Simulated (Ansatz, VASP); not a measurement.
# Cross-check of TaN between VASP and Ansatz, part 2 of 2

Aim: how closely do two programs agree when they are given the same cell, functional and k mesh? The cell is taken from a series of runs on this material, whose earlier steps may have relaxed, scaled, displaced or heated it; both programs get it as it stands.

VASP 6.6.1 and Ansatz 0.2.0.

So far: The starting structure; VASP: zone-centre phonons, PBEsol.

## (3) Ansatz: zone-centre phonons, PBEsol

Level of this step: Ansatz beside VASP: Kohn-Sham DFT, plane waves, PBEsol (Ansatz).

Ansatz runs on its PAW soft_1 files.

The same cell, functional, mesh and smearing now go to Ansatz, which takes its cutoff from its data sets.

Contents of input.yaml:

```yaml
crystal:
  lattice:
    - [2.8361164283, 0.0, 0.0]
    - [-1.4180582141, 2.456148875, 0.0]
    - [0.0, 0.0, 2.9057164413]
  atoms:
    - { symbol: "N", position: [0.6666666667, 0.3333333333, 0.0] }
    - { symbol: Ta, position: [0.0, 0.0, 0.5] }
kpoints:
  mp_grid: { grid: [18, 18, 16] }
hamiltonian:
  xc: pbesol
  pseudopotentials: { kind: paw, azcp: { folder: soft_1 }, xc_functional: pbe }
scf:
  occupations: { method: methfessel_paxton, width: 0.2 }
output:
  eigenvalues: true
phonons:
  method: dfpt
```

Started as:

```sh
$ ansatz run input.yaml --threads 4 --pin off --max-ram 10240MiB --backend cpu --events-out ev --progress --plain --runs-dir out
```

Numbers of over 12 decimals in the logs are rounded to 6 here.

The log of the run:

```text
zone centre: on kpoints.mp_grid the ground state, and the responses unless they are solved on pairs of k-points, stand on 819 of the mesh's 5184 k-points, reduced under 4 symmetry operations, with k and −k counted as one. Each operation leaves every solved displacement unchanged or reverses it
Engine: ansatz 0.2.0, x86_64-unknown-linux-gnu
Pseudopotentials: kind: paw
Pseudopotential: N, paw, valence charge 5, recommended cutoff 420 eV (normal), soft_1/N.paw.azcp
Pseudopotential: Ta, paw, valence charge 13, recommended cutoff 420 eV (normal), soft_1/Ta.paw.azcp
Functional definition: PBEsol
  exchange = pbesol_x
  correlation = pbesol_c
Crystal: 2 atoms, lattice volume = 20.241 Å³
Basis set: ecut = 420 eV, 405 PW (Γ), exchange–correlation on 40×40×40 points (8 copies of the dense FFT grid, shifted against one another)
Bands: 13, of which v1, the nominal top of the filled ones, is band 9 counted from 1 (8 counted from 0)
Symmetry: 12 space group operations
k-points: 819 of 5184 (irreducible under 4 space group operations, time reversal used)
Non-local potential: N, projectors of the file, l = 0: 2, l = 1: 2, l = 2: 1
Non-local potential: Ta, projectors of the file, l = 0: 3, l = 1: 2, l = 2: 2, l = 3: 1
PAW form: soft (Blöchl's): semilocal exchange-correlation on the pseudo side does not see the compensation charge
PAW frozen core: N, regenerated for the run's functional, and the local potential with it (the file was generated under x = pbe(κ = 0.804, μ = 0.219515), c = pbe(β = 0.066725))
PAW frozen core: Ta, regenerated for the run's functional, and the local potential with it (the file was generated under x = pbe(κ = 0.804, μ = 0.219515), c = pbe(β = 0.066725))
PAW one-centre angular grid: N, 110 points (default); XC on 64 Gauss nodes
PAW one-centre angular grid: Ta, 590 points (default); XC on 64 Gauss nodes
Initial density: superposition of atomic densities (chi_scale 0.1, normalization cell, long waves kept (reshape's long-wave potential 0.00 eV rms))
Initial wavefunctions: pseudopotential atomic-orbital guess
Functional: x = pbesol(κ = 0.804, μ = 0.123457), c = pbesol(β = 0.046)
SCF iter   1: F=—  HF=-10188.501167 eV  |F-HF|=—  |Δ(HF+E_count)|=         —  Δρ=5.17e-2  dr2=3.29e-1  ethr=3.10e-3  ⟨swp⟩=5.0  Hψ=52918  notcnv=0
preconditioner: auto → none  [metal: Δε(μ)=0.055 eV  Ē_g=11.660 eV  σ=0.200 eV  W_gap=0.23  n_scr=8 (ndim 8)  ℏωp=26.1 eV  f_vac=0.000  D(μ)=0.05/eV (n_scr^D=0)  sad-step TF]
SCF iter   2: F=—  HF=-10188.478092 eV  |F-HF|=—  |Δ(HF+E_count)|=   2.31e-2  S|Δr|=    0.00e0  Δρ=3.25e-2  dr2=1.39e-1  ethr=1.83e-3  ⟨swp⟩=1.0  Hψ=17199  notcnv=0
SCF iter   3: F=—  HF=-10188.453697 eV  |F-HF|=—  |Δ(HF+E_count)|=   2.44e-2  S|Δr|=    0.00e0  Δρ=1.57e-3  dr2=2.29e-4  ethr=7.73e-4  ⟨swp⟩=2.8  Hψ=15954  notcnv=0
SCF iter   4: F=—  HF=-10188.453841 eV  |F-HF|=—  |Δ(HF+E_count)|=   1.43e-4  S|Δr|=    0.00e0  Δρ=2.90e-4  dr2=1.63e-5  ethr=1.27e-6  ⟨swp⟩=2.1  Hψ=16326  notcnv=0
SCF iter   5: F=—  HF=-10188.453837 eV  |F-HF|=—  |Δ(HF+E_count)|=   3.84e-6  S|Δr|=    0.00e0  Δρ=2.97e-5  dr2=4.13e-8  ethr=9.06e-8  ⟨swp⟩=2.5  Hψ=15932  notcnv=0
SCF iter   6: F=—  HF=-10188.453837 eV  |F-HF|=—  |Δ(HF+E_count)|=   2.31e-8  S|Δr|=    0.00e0  Δρ=4.47e-6  dr2=1.28e-9  ethr=2.30e-10  ⟨swp⟩=2.3  Hψ=17165  notcnv=0
SCF iter   7: F=—  HF=-10188.453837 eV  |F-HF|=—  |Δ(HF+E_count)|=  1.82e-10  S|Δr|=    0.00e0  Δρ=5.02e-7  dr2=3.76e-11  ethr=7.08e-12  ⟨swp⟩=2.0  Hψ=14327  notcnv=0
SCF iter   8: F=-10188.453837 eV  HF=-10188.453837 eV  |F-HF|=7.28e-12  |Δ(HF+E_count)|=  3.64e-12  S|Δr|=    0.00e0  Δρ=4.88e-8  dr2=2.56e-13  ethr=1.00e-12  ⟨swp⟩=6.0  Hψ=45391  notcnv=0
SCF 1 converged in 8 iterations: F = -10188.453837 eV  dr2 = 2.56e-13
  greatest PAW one-centre occupation: 0.999 electrons in one spin orbital (limit 2), on the Ta atom at site 1 (counted from 0), in its partial waves of l = 0
DFPT response loops at Γ: preconditioner auto → Kerker (q_TF=auto, 2.675 Å⁻¹) (partly filled bands, converged f_vac=0.000); β = 1.00, the filter's whole step (`scf.mixing.beta` (0.50) is not read by the response loops under this deck's `scf.mixing.preconditioner`; to damp them name `kerker` or `kerker_dos`, under which they read `scf.mixing.beta`, and type it under 1.00, their step now; both keys bind the ground state too); Broyden in place of MSR1
SCF converged after 8 iterations
Stability not checked: this state was not tested for a lower state beside it, because cold or Methfessel-Paxton smearing, or corrected tetrahedra, fill the levels in a way that the test cannot read (fill_not_monotonic; see scf.lower_state_search)
Free energy (F): -10188.453837 eV
Harris-Foulkes:  -10188.453837 eV  (|F-HF|=7.28e-12)
Internal energy: -10188.454080 eV  (E = F + TS)
E sigma→0 (E₀):  -10188.453898 eV
Entropy (-TS):   0.000243 eV (0.122 meV/atom)
Fermi energy:    21.322305 eV
--- Per-component energies (eV) ---
  E_band       = -31.857864
  E_kinetic    = 527.741240
  E_local      = -544.782125  (includes V_loc(G=0)·N_el)
  E_nonlocal   = 26.744211
  E_hartree    = 198.077876
  E_xc         = -380.471555
  E_vxc        = -312.061588  (∫ρ·V_xc dr)
  E_paw        = -8304.980179  (= ΣΔE_a)
  E_vpaw       = -125.656219  (= ΣTr[D̂ρ^β])
  E_aug_tail   = 0.000876  (compensation charges beyond the density's cutoff)
  E_ewald      = -1711.026236
  E_core_change = 0.241812  (= ΣΔE_core)
  E_smearing   = 0.000243  (= −TS)
  E_closure    = 0.000000  (closes the sum)
  Σ components = -10188.453837   (vs F -10188.453837, Δ=0.00e0)
--- Band table (eV; the first three rows and the last of 819) ---
  k-point 0: bands = [... 5 lower, 16.7291, 16.9048, 16.9048, 18.1426, 24.4436, 25.0074, 25.0074, 25.6769]
  k-point 1: bands = [... 5 lower, 16.4063, 16.9374, 16.9374, 18.4225, 24.4750, 24.4750, 24.5715, 26.0724]
  k-point 2: bands = [... 5 lower, 15.7139, 17.0318, 17.0318, 19.0205, 23.6850, 23.6850, 24.9265, 26.4469]
  k-point 818: bands = [... 5 lower, 13.4677, 14.3967, 17.1485, 20.2200, 26.0973, 26.4547, 28.0532, 29.0272]
--- Phonons (Γ-DFPT): 4 representative perturbations + reference, on 819 of 5184 k-points (Σ response iterations 12) ---
  k mesh reduced under 4 symmetry operations, with k and −k counted as one. Each operation leaves every solved displacement unchanged or reverses it
  ASR residual: 2.978e-5 → 0.000e0 eV/Å²; symmetrization residual: 4.745e-7 eV/Å²
  ASR residual per site (eV/Å²): 3.04e-6 2.98e-5
  Γ frequencies (cm⁻¹): 0.00 0.00 0.00 563.77 563.77 586.42
  non-analytic LO–TO correction: not included (Born effective charges unavailable; polar crystals: no LO–TO splitting at Γ)
```

## (4) Differences

Known differences besides the potentials themselves: the data sets hold 18 valence electrons in Ansatz (on its PAW soft_1 files) and 16 in VASP; the cutoff is 420 eV in Ansatz and 600 eV in VASP; Ansatz makes its cores anew for this functional, VASP keeps those of its PBE data sets. Total energies have different zeros and are not compared.

Both answers:

| quantity | Ansatz | VASP | difference |
| --- | --- | --- | --- |
| optical mode 1 to 2 (cm⁻¹) | 563.8 | 566.9 | -0.55 % |
| optical mode 3 (cm⁻¹) | 586.4 | 589.8 | -0.58 % |

Modes are paired by rising frequency, not by their patterns, so a pair may set unlike modes beside each other; they are those without the splitting of longitudinal modes.

## (5) Outcome

| Quantity | Value |
| --- | --- |
| r.m.s. difference of the optical zone-centre modes, each program's sorted by frequency (zone-centre phonons, PBEsol) | 3.2 cm⁻¹ |
| difference in optical mode 3 (zone-centre phonons, PBEsol) | -0.6 % |

In words: The r.m.s. difference of the optical zone-centre modes, each program's sorted by frequency is 3.2 cm⁻¹ (zone-centre phonons, PBEsol). The data sets hold unlike numbers of valence electrons (18 in Ansatz and 16 in VASP), so part of the differences may come from the potentials. Among the rows given in per cent, the largest difference of the zone-centre phonons, PBEsol pair is in optical mode 3, -0.6 %. How closely two codes agree says nothing of how well the functional describes the real material.

[Lines on the potential files, build, host, timing and source positions are cut from VASP's logs without a mark.]

[Logs are printed without paths, hosts, clocks, repeated set-up lines and the standing remarks that a program may print on its own settings, such as how far it seeks lower states.]

[Hosts, paths, dates, database ids (printed as entryN), source tags and the programs' standing remarks are cut or masked in the printed files.]
